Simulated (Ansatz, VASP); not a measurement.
## InAs: VASP beside Ansatz

Aim: how closely do two programs agree when they are given the same cell, functional and k mesh? The cell is taken from a series of runs on this material, whose earlier steps may have relaxed, scaled, displaced or heated it; both programs get it as it stands.

Calculated with Ansatz 0.2.0; plane waves, with VASP 6.6.1 beside it; zone-centre phonons at PBEsol.

### 1. The structure

The structure is cubic, space group F-43m (No. 216). Conventional cell: a = 6.046 Å, b = 6.046 Å, c = 6.046 Å, α = 90.00°, β = 90.00°, γ = 90.00°. As has 4 In at 2.62 Å nearest. Nearest to In lie 4 As at 2.62 Å. Farther neighbours are not listed.

### 2. VASP: zone-centre phonons, PBEsol, pair 1

Second derivatives magnify differences that forces hide, and they need a tight electronic threshold.

Lines of VASP's logs that name or quote its potential files are left out, and so is its time.

File INCAR:

```
SYSTEM = InAs
PREC = Accurate
ENCUT = 500
EDIFF = 1E-08
NELM = 120
ISMEAR = 1
SIGMA = 0.2
LREAL = .FALSE.
ALGO = Normal
GGA = PS
NBANDS = 15
LORBIT = 11
LWAVE = .FALSE.
LCHARG = .FALSE.
ISIF = 2
IBRION = 8
LASPH = .TRUE.
GGA_COMPAT = .FALSE.
KPAR = 2
```

File POSCAR:

```
InAs
1.0
    0.0000000000      3.0231125595      3.0231125595
    3.0231125595      0.0000000000      3.0231125595
    3.0231125595      3.0231125595      0.0000000000
As In
1 1
Direct
    0.7500000000      0.7500000000      0.7500000000
    0.0000000000      0.0000000000      0.0000000000
```

File KPOINTS:

```
Automatic mesh
0
Gamma
12 12 12
0 0 0
```

PAW data sets: As and In_d (PBE family, release 64).

Started as:

```bash
> mpirun -np 2 vasp_std
```

Numbers of over 12 decimals in the logs are rounded to 6 here.

Log:

```text
[banner, memory and clock lines left out]
running    2 mpi-ranks, on    1 nodes
 distrk:  each k-point on    1 cores,    2 groups
 distr:  one band on    1 cores,    1 groups

 POSCAR found type information on POSCAR AsIn
 POSCAR found :  2 types and       2 ions
|                                                                             |
|               ----> ADVICE to this user running VASP <----                  |
|                                                                             |
|     You enforced a specific xc type in the INCAR file but a different       |
|     [... a line on the potential file left out ...]
|     I HOPE YOU KNOW WHAT YOU ARE DOING!                                     |
|                                                                             |

 LDA part: xc-table for (Slater+PW92), standard interpolation
 POSCAR, INCAR and KPOINTS ok, starting setup
 FFT: planning ... GRIDC
 FFT: planning ... GRID_SOFT
 FFT: planning ... GRID
 WAVECAR not read
 entering main loop
       N       E                     dE             d eps       ncg     rms          rms(c)
DAV:   1     0.110832333428E+03    0.11083E+03   -0.81544E+03  2174   0.125E+03
DAV:   2    -0.110259439754E+01   -0.11193E+03   -0.10774E+03  2300   0.299E+02
DAV:   3    -0.858783782749E+01   -0.74852E+01   -0.74456E+01  2790   0.786E+01
DAV:   4    -0.877586919781E+01   -0.18803E+00   -0.18798E+00  2602   0.139E+01
DAV:   5    -0.878339310660E+01   -0.75239E-02   -0.75238E-02  3276   0.237E+00    0.446E+00
DAV:   6    -0.851890572834E+01    0.26449E+00   -0.40099E-01  3372   0.121E+01    0.245E+00
DAV:   7    -0.848667593388E+01    0.32230E-01   -0.11202E-01  3033   0.350E+00    0.689E-01
DAV:   8    -0.848509695037E+01    0.15790E-02   -0.13031E-02  2852   0.139E+00    0.201E-01
DAV:   9    -0.848532679797E+01   -0.22985E-03   -0.89224E-04  2643   0.282E-01    0.113E-01
DAV:  10    -0.848539508106E+01   -0.68283E-04   -0.13022E-04  3325   0.172E-01    0.683E-02
DAV:  11    -0.848541353935E+01   -0.18458E-04   -0.55545E-05  2468   0.111E-01    0.520E-02
DAV:  12    -0.848541342081E+01    0.11854E-06   -0.60712E-06  2588   0.287E-02    0.779E-03
DAV:  13    -0.848541350732E+01   -0.86513E-07   -0.12561E-06  2832   0.619E-03    0.344E-03
DAV:  14    -0.848541342441E+01    0.82913E-07   -0.69822E-08  2608   0.261E-03    0.148E-03
DAV:  15    -0.848541347107E+01   -0.46665E-07   -0.28305E-09  1997   0.717E-04    0.514E-04
DAV:  16    -0.848541348910E+01   -0.18021E-07   -0.11522E-09  1535   0.290E-04    0.125E-04
DAV:  17    -0.848541349253E+01   -0.34354E-08   -0.80505E-10  1353   0.207E-04
   1 F= -.84854135E+01 E0= -.84855526E+01  d E =0.417190E-03
 Linear response reoptimize wavefunctions to high precision
DAV:   1    -0.848541349378E+01   -0.12474E-08   -0.14209E-10  1759   0.151E-04
DAV:   2    -0.848541349377E+01    0.95497E-11   -0.46436E-11  1311   0.626E-05
 Linear response DOF=           2
 Linear response progress:
  Degree of freedom:   1/  2
       N       E                     dE             d eps       ncg     rms          rms(c)
RMM:   1    -0.466997123059E-01   -0.46700E-01    0.64788E-02 17154   0.155E+00
RMM:   2    -0.443599154472E-01    0.23398E-02    0.13338E-03 13283   0.574E-01    0.107E-01
RMM:   3    -0.450552123119E-01   -0.69530E-03   -0.18611E-03 15473   0.240E-01    0.472E-02
RMM:   4    -0.452665725856E-01   -0.21136E-03   -0.14876E-04 15689   0.793E-02    0.113E-02
RMM:   5    -0.453078852473E-01   -0.41313E-04   -0.19056E-05 16160   0.313E-02    0.519E-03
RMM:   6    -0.452932294463E-01    0.14656E-04   -0.25909E-06 15671   0.861E-03    0.150E-03
RMM:   7    -0.452917636716E-01    0.14658E-05   -0.15002E-07 17043   0.257E-03    0.101E-03
RMM:   8    -0.452923951029E-01   -0.63143E-06   -0.32672E-08 15632   0.111E-03    0.482E-04
RMM:   9    -0.452930223256E-01   -0.62722E-06    0.26671E-08 16217   0.382E-04    0.992E-05
RMM:  10    -0.452930714858E-01   -0.49160E-07    0.29189E-08 17539   0.148E-04    0.643E-05
RMM:  11    -0.452930680294E-01    0.34564E-08   -0.59506E-09 16566   0.590E-05    0.106E-05
 first order change of Fermi-energy   0.31042E-03
 force on displaced ion       1 direction 1 :  -7.643   0.000   0.000
 Linear response progress:
  Degree of freedom:   2/  2
       N       E                     dE             d eps       ncg     rms          rms(c)
RMM:   1    -0.233257794173E+00   -0.23326E+00   -0.91454E-02 11337   0.489E+00
RMM:   2    -0.235788660970E+00   -0.25309E-02   -0.13346E-02 14238   0.104E+00    0.784E-02
RMM:   3    -0.235737225056E+00    0.51436E-04   -0.15923E-03 15422   0.322E-01    0.387E-02
RMM:   4    -0.235533898597E+00    0.20333E-03   -0.15741E-04 15879   0.110E-01    0.210E-02
RMM:   5    -0.235477728930E+00    0.56170E-04   -0.18988E-05 16343   0.403E-02    0.720E-03
RMM:   6    -0.235476056546E+00    0.16724E-05   -0.89109E-06 16508   0.138E-02    0.193E-03
RMM:   7    -0.235486290930E+00   -0.10234E-04   -0.49355E-06 16684   0.406E-03    0.748E-04
RMM:   8    -0.235484501451E+00    0.17895E-05   -0.11119E-07 16593   0.173E-03    0.331E-04
RMM:   9    -0.235484301170E+00    0.20028E-06   -0.15916E-06 17334   0.760E-04    0.748E-05
RMM:  10    -0.235484232844E+00    0.68326E-07   -0.57869E-07 17678   0.321E-04    0.309E-05
RMM:  11    -0.235484290357E+00   -0.57513E-07   -0.27176E-07 17838   0.161E-04    0.158E-05
RMM:  12    -0.235484325328E+00   -0.34971E-07   -0.13779E-08 17054   0.928E-05    0.105E-05
RMM:  13    -0.235484351650E+00   -0.26322E-07   -0.96829E-08 16585   0.606E-05    0.120E-05
RMM:  14    -0.235484342766E+00    0.88839E-08    0.12540E-08 17438   0.406E-05    0.282E-05
 first order change of Fermi-energy  -0.45002E-04
 force on displaced ion       2 direction 1 :  -7.613  -0.000  -0.000
 Linear response finished
```

OUTCAR, selected parts (step 2):

```text
ion  position               nearest neighbor table
   1  0.750  0.750  0.750-   2 2.62   2 2.62   2 2.62   2 2.62
   2  0.000  0.000  0.000-   1 2.62   1 2.62   1 2.62   1 2.62

  LATTYP: Found a face centered cubic cell.
 ALAT       =     6.0462251190

 Subroutine GETGRP returns: Found 24 space group operations
 (whereof 24 operations were pure point group operations)

The static configuration has the point symmetry T_d .

 Found     72 irreducible k-points:

   k-points           NKPTS =     72   k-points in BZ     NKDIM =     72   number of bands    NBANDS=     15

   dimension x,y,z NGX =    32 NGY =   32 NGZ =   32
   dimension x,y,z NGXF=    64 NGYF=   64 NGZF=   64

   ENCUT  =  500.0 eV  36.75 Ry    6.06 a.u.   7.79  7.79  7.79*2*pi/ulx,y,z

   NELECT =      18.0000    total number of electrons

 k-points in reciprocal lattice and weights: Automatic mesh
   0.00000000  0.00000000  0.00000000       0.001
   0.08333333  0.00000000  0.00000000       0.005
   0.16666667  0.00000000  0.00000000       0.005
   0.25000000  0.00000000  0.00000000       0.005
   0.33333333  0.00000000  0.00000000       0.005
   0.41666667  0.00000000  0.00000000       0.005
   0.50000000  0.00000000  0.00000000       0.002
   0.08333333  0.08333333  0.00000000       0.003
   0.16666667  0.08333333  0.00000000       0.014
[...]
-0.33333333  0.50000000  0.16666667       0.007
  -0.25000000  0.50000000  0.25000000       0.003

 average (electrostatic) potential at core
       1 -49.5000       2 -96.4273

  Total        0.4406931      0.4406931      0.4406931      0.0000000      0.0000000      0.0000000
  in kB       12.7777355     12.7777355     12.7777355      0.0000000      0.0000000      0.0000000
  external PRESSURE =      12.7777355 kB  Pullay stress =       0.0000000 kB

  energy-cutoff  :      500.00
  volume of cell :       55.26
      direct lattice vectors                 reciprocal lattice vectors
     0.000000000  3.023112559  3.023112559    -0.165392452  0.165392452  0.165392452
     3.023112559  0.000000000  3.023112559     0.165392452 -0.165392452  0.165392452
     3.023112559  3.023112559  0.000000000     0.165392452  0.165392452 -0.165392452

 POSITION                                       TOTAL-FORCE (eV/Angst)
 -----------------------------------------------------------------------------------
      4.53467      4.53467      4.53467         0.000000     -0.000000     -0.000000
      0.00000      0.00000      0.00000        -0.000000      0.000000      0.000000
 -----------------------------------------------------------------------------------
    total drift:                                0.000000      0.000000      0.000000

 Eigenvectors and eigenvalues of the dynamical matrix
 ----------------------------------------------------

   1 f  =    6.413643 THz    40.298109 2PiTHz  213.936112 cm-1    26.524685 meV
             X         Y         Z           dx          dy          dz
      4.534669  4.534669  4.534669     0.000000   -0.000000    0.778512
      0.000000  0.000000  0.000000     0.000000   -0.000000   -0.627629

   2 f  =    6.413643 THz    40.298109 2PiTHz  213.936112 cm-1    26.524685 meV
             X         Y         Z           dx          dy          dz
      4.534669  4.534669  4.534669     0.778512   -0.000000    0.000000
      0.000000  0.000000  0.000000    -0.627629    0.000000    0.000000

   3 f  =    6.413643 THz    40.298109 2PiTHz  213.936112 cm-1    26.524685 meV
             X         Y         Z           dx          dy          dz
      4.534669  4.534669  4.534669    -0.000000   -0.778512   -0.000000
      0.000000  0.000000  0.000000     0.000000    0.627629    0.000000

   4 f/i=    0.006196 THz     0.038928 2PiTHz    0.206661 cm-1     0.025623 meV
             X         Y         Z           dx          dy          dz
      4.534669  4.534669  4.534669    -0.135153   -0.210018    0.575799
      0.000000  0.000000  0.000000    -0.167644   -0.260507    0.714222

   5 f/i=    0.006196 THz     0.038928 2PiTHz    0.206661 cm-1     0.025623 meV
             X         Y         Z           dx          dy          dz
      4.534669  4.534669  4.534669     0.612695   -0.061703    0.121307
      0.000000  0.000000  0.000000     0.759989   -0.076537    0.150470

   6 f/i=    0.006196 THz     0.038928 2PiTHz    0.206661 cm-1     0.025623 meV
             X         Y         Z           dx          dy          dz
      4.534669  4.534669  4.534669     0.016016    0.588221    0.218308
      0.000000  0.000000  0.000000     0.019866    0.729630    0.270790

 ELASTIC MODULI CONTR FROM IONIC RELAXATION (kBar)
 Direction    XX          YY          ZZ          XY          YZ          ZX
 --------------------------------------------------------------------------------
 XX          -0.0000      0.0000      0.0000     -0.0000      0.0000      0.0000
 YY           0.0000     -0.0000      0.0000     -0.0000     -0.0000     -0.0000
 ZZ           0.0000      0.0000     -0.0000      0.0000     -0.0000      0.0000
 XY          -0.0000     -0.0000      0.0000   -247.4292      0.0000      0.0000
 YZ           0.0000     -0.0000     -0.0000      0.0000   -247.4292      0.0000
 ZX           0.0000     -0.0000      0.0000      0.0000      0.0000   -247.4292
 --------------------------------------------------------------------------------
```

### 3. Ansatz: zone-centre phonons, PBEsol, pair 1

Ansatz runs on its PAW soft_1 files.

The same cell, functional, mesh and smearing now go to Ansatz, which takes its cutoff from its data sets.

File input.yaml:

```yaml
crystal:
  lattice:
    - [0.0, 3.0231125595, 3.0231125595]
    - [3.0231125595, 0.0, 3.0231125595]
    - [3.0231125595, 3.0231125595, 0.0]
  atoms:
    - { symbol: As, position: [0.75, 0.75, 0.75] }
    - { symbol: In, position: [0.0, 0.0, 0.0] }
kpoints:
  mp_grid: { grid: [12, 12, 12] }
hamiltonian:
  xc: pbesol
  pseudopotentials: { kind: paw, azcp: { folder: soft_1 }, xc_functional: pbe }
scf:
  occupations: { method: methfessel_paxton, width: 0.2 }
output:
  eigenvalues: true
phonons:
  method: dfpt
```

Started as:

```bash
> ansatz run input.yaml --threads 4 --pin off --max-ram 10240MiB --backend cpu --events-out ev --progress --plain --runs-dir out
```

Log:

```text
zone centre: on kpoints.mp_grid the ground state, and the responses unless they are solved on pairs of k-points, stand on 163 of the mesh's 1728 k-points, reduced under 8 symmetry operations, with k and −k counted as one. Each operation leaves every solved displacement unchanged or reverses it
Engine: ansatz 0.2.0, aarch64-unknown-linux-gnu
Pseudopotentials: kind: paw
Pseudopotential: As, paw, valence charge 15, recommended cutoff 420 eV (normal), soft_1/As.paw.azcp
Pseudopotential: In, paw, valence charge 13, recommended cutoff 420 eV (normal), soft_1/In.paw.azcp
Functional definition: PBEsol
  exchange = pbesol_x
  correlation = pbesol_c
Crystal: 2 atoms, lattice volume = 55.258 Å³
Basis set: ecut = 420 eV, 1067 PW (Γ), exchange–correlation on 60×60×60 points (8 copies of the dense FFT grid, shifted against one another)
Bands: 18, of which v1, the nominal top of the filled ones, is band 14 counted from 1 (13 counted from 0)
Symmetry: 24 space group operations
k-points: 163 of 1728 (irreducible under 8 space group operations, time reversal used)
Non-local potential: As, projectors of the file, l = 0: 2, l = 1: 2, l = 2: 3, l = 3: 1
Non-local potential: In, projectors of the file, l = 0: 2, l = 1: 2, l = 2: 2, l = 3: 1
PAW form: soft (Blöchl's): semilocal exchange-correlation on the pseudo side does not see the compensation charge
PAW frozen core: As, regenerated for the run's functional, and the local potential with it (the file was generated under x = pbe(κ = 0.804, μ = 0.219515), c = pbe(β = 0.066725))
PAW frozen core: In, regenerated for the run's functional, and the local potential with it (the file was generated under x = pbe(κ = 0.804, μ = 0.219515), c = pbe(β = 0.066725))
PAW one-centre angular grid: As, 590 points (default); XC on 64 Gauss nodes
PAW one-centre angular grid: In, 590 points (default); XC on 64 Gauss nodes
Initial density: superposition of atomic densities (chi_scale 0.1, normalization cell, long waves kept (reshape's long-wave potential 0.00 eV rms))
Initial wavefunctions: pseudopotential atomic-orbital guess
Functional: x = pbesol(κ = 0.804, μ = 0.123457), c = pbesol(β = 0.046)
SCF iter   1: F=—  HF=-10338.984224 eV  |F-HF|=—  |Δ(HF+E_count)|=         —  Δρ=2.88e-2  dr2=3.68e-1  ethr=3.10e-3  ⟨swp⟩=5.2  Hψ=14843  notcnv=0
preconditioner: auto → none  [insulator: Δε(μ)=0.837 eV  Ē_g=14.683 eV  σ=0.200 eV  W_gap=0.68  n_scr=14 (ndim 8)  ℏωp=21.2 eV  f_vac=0.007  D(μ)=0.06/eV (n_scr^D=0)  ε∞_Penn≈3.1]
SCF iter   2: F=—  HF=-10338.905220 eV  |F-HF|=—  |Δ(HF+E_count)|=   7.90e-2  S|Δr|=    0.00e0  Δρ=1.30e-2  dr2=6.65e-2  ethr=1.31e-3  ⟨swp⟩=2.0  Hψ=4848  notcnv=0
SCF iter   3: F=—  HF=-10338.893878 eV  |F-HF|=—  |Δ(HF+E_count)|=   1.13e-2  S|Δr|=    0.00e0  Δρ=1.93e-3  dr2=4.68e-3  ethr=2.38e-4  ⟨swp⟩=3.0  Hψ=5046  notcnv=0
SCF iter   4: F=—  HF=-10338.892231 eV  |F-HF|=—  |Δ(HF+E_count)|=   1.65e-3  S|Δr|=    0.00e0  Δρ=6.07e-4  dr2=1.03e-4  ethr=1.67e-5  ⟨swp⟩=2.0  Hψ=5216  notcnv=0
SCF iter   5: F=—  HF=-10338.892254 eV  |F-HF|=—  |Δ(HF+E_count)|=   2.34e-5  S|Δr|=    0.00e0  Δρ=1.86e-4  dr2=6.96e-6  ethr=3.67e-7  ⟨swp⟩=3.0  Hψ=5217  notcnv=0
SCF iter   6: F=—  HF=-10338.892260 eV  |F-HF|=—  |Δ(HF+E_count)|=   5.31e-6  S|Δr|=    0.00e0  Δρ=1.68e-5  dr2=1.20e-7  ethr=2.48e-8  ⟨swp⟩=2.0  Hψ=3524  notcnv=0
SCF iter   7: F=—  HF=-10338.892260 eV  |F-HF|=—  |Δ(HF+E_count)|=   1.17e-7  S|Δr|=    0.00e0  Δρ=4.79e-6  dr2=1.05e-8  ethr=4.30e-10  ⟨swp⟩=2.5  Hψ=4860  notcnv=0
SCF iter   8: F=—  HF=-10338.892260 eV  |F-HF|=—  |Δ(HF+E_count)|=   6.63e-9  S|Δr|=    0.00e0  Δρ=9.23e-7  dr2=2.64e-10  ethr=3.76e-11  ⟨swp⟩=2.0  Hψ=5217  notcnv=0
SCF iter   9: F=-10338.892260 eV  HF=-10338.892260 eV  |F-HF|=1.09e-11  |Δ(HF+E_count)|=  4.86e-10  S|Δr|=    0.00e0  Δρ=1.16e-7  dr2=6.57e-12  ethr=1.00e-12  ⟨swp⟩=4.0  Hψ=13981  notcnv=0
SCF 1 converged in 9 iterations: F = -10338.892260 eV  dr2 = 6.57e-12
  greatest PAW one-centre occupation: 0.999 electrons in one spin orbital (limit 2), on the As atom at site 0 (counted from 0), in its partial waves of l = 2
DFPT response loops at Γ: preconditioner auto → Kerker (q_TF=auto, 2.436 Å⁻¹) (partly filled bands, converged f_vac=0.087); β = 1.00, the filter's whole step (`scf.mixing.beta` (0.50) is not read by the response loops under this deck's `scf.mixing.preconditioner`; to damp them name `kerker` or `kerker_dos`, under which they read `scf.mixing.beta`, and type it under 1.00, their step now; both keys bind the ground state too); Broyden in place of MSR1
SCF converged after 9 iterations
Stability not checked: this state was not tested for a lower state beside it, because cold or Methfessel-Paxton smearing, or corrected tetrahedra, fill the levels in a way that the test cannot read (fill_not_monotonic; see scf.lower_state_search)
Free energy (F): -10338.892260 eV
Harris-Foulkes:  -10338.892260 eV  (|F-HF|=1.09e-11)
Internal energy: -10338.892679 eV  (E = F + TS)
E sigma→0 (E₀):  -10338.892365 eV
Entropy (-TS):   0.000420 eV (0.210 meV/atom)
Fermi energy:    7.584220 eV
Step filling:    the computed levels leave a gap of 0.0000 eV = 0.0 smearing widths at the electron count; against every level under it full and every level over it empty, smearing changes F+E_penalty+E_count by +0.168 meV and its σ→0 estimate by +0.063 meV
--- Per-component energies (eV) ---
  E_band       = -320.496122
  E_kinetic    = 317.248325
  E_local      = -3478.588457  (includes V_loc(G=0)·N_el)
  E_nonlocal   = -63.435123
  E_hartree    = 1729.462256
  E_xc         = -211.672092
  E_vxc        = -163.395811  (∫ρ·V_xc dr)
  E_paw        = -6109.585555  (= ΣΔE_a)
  E_vpaw       = -391.249672  (= ΣTr[D̂ρ^β])
  E_aug_tail   = 0.000145  (compensation charges beyond the density's cutoff)
  E_ewald      = -2523.524511
  E_core_change = 1.202334  (= ΣΔE_core)
  E_smearing   = 0.000420  (= −TS)
  E_closure    = 0.000000  (closes the sum)
  Σ components = -10338.892260   (vs F -10338.892260, Δ=0.00e0)
--- Band table (eV; the first three rows and the last of 163) ---
  k-point 0: bands = [... 10 lower, -4.3535, 7.2547, 7.5412, 7.5412, 7.5412, 11.4096, 11.4096, 11.4096]
  k-point 1: bands = [... 10 lower, -4.2802, 6.2306, 7.4489, 7.4489, 8.3114, 11.4303, 11.5458, 11.5458]
  k-point 2: bands = [... 10 lower, -4.0686, 4.9993, 7.2247, 7.2247, 8.7261, 11.7918, 11.8563, 11.8563]
  k-point 162: bands = [... 10 lower, -2.2740, 1.8119, 4.5579, 4.6377, 11.7250, 11.7551, 12.4721, 13.5281]
--- Phonons (Γ-DFPT): 2 representative perturbations + reference, on 163 of 1728 k-points (Σ response iterations 6) ---
  k mesh reduced under 8 symmetry operations, with k and −k counted as one. Each operation leaves every solved displacement unchanged or reverses it
  ASR residual: 5.104e-5 → 0.000e0 eV/Å²; symmetrization residual: 1.862e-5 eV/Å²
  ASR residual per site (eV/Å²): 1.02e-5 5.10e-5
  Γ frequencies (cm⁻¹): 0.00 0.00 0.00 213.69 213.69 213.69
  non-analytic LO–TO correction: not included (Born effective charges unavailable; polar crystals: no LO–TO splitting at Γ)
```

Reading the cycles: dr2 is the Hartree energy of the density residual (eV), the measure of convergence; HF is the Harris–Foulkes estimate of the energy, which meets the free energy F at convergence.

### 4. Comparison

Known differences besides the potentials themselves: the data sets hold 28 valence electrons in Ansatz (on its PAW soft_1 files) and 18 in VASP; the cutoff is 420 eV in Ansatz and 500 eV in VASP; Ansatz makes its cores anew for this functional, VASP keeps those of its PBE data sets. Total energies have different zeros and are not compared.

Compared:

```tsv
quantity	Ansatz	VASP	difference
optical mode 1 to 3 (cm⁻¹)	213.7	213.9	-0.12 %
```

Modes are paired by rising frequency, not by their patterns, so a pair may set unlike modes beside each other; they are those without the splitting of longitudinal modes.

(Continued in part 2 of 2.)

[Lines on the potential files, build, host, timing and source positions are cut from VASP's logs without a mark.]

[Logs are printed without paths, hosts, clocks, repeated set-up lines and the standing remarks that a program may print on its own settings, such as how far it seeks lower states.]

[Hosts, paths, dates, database ids (printed as entryN), source tags and the programs' standing remarks are cut or masked in the printed files.]
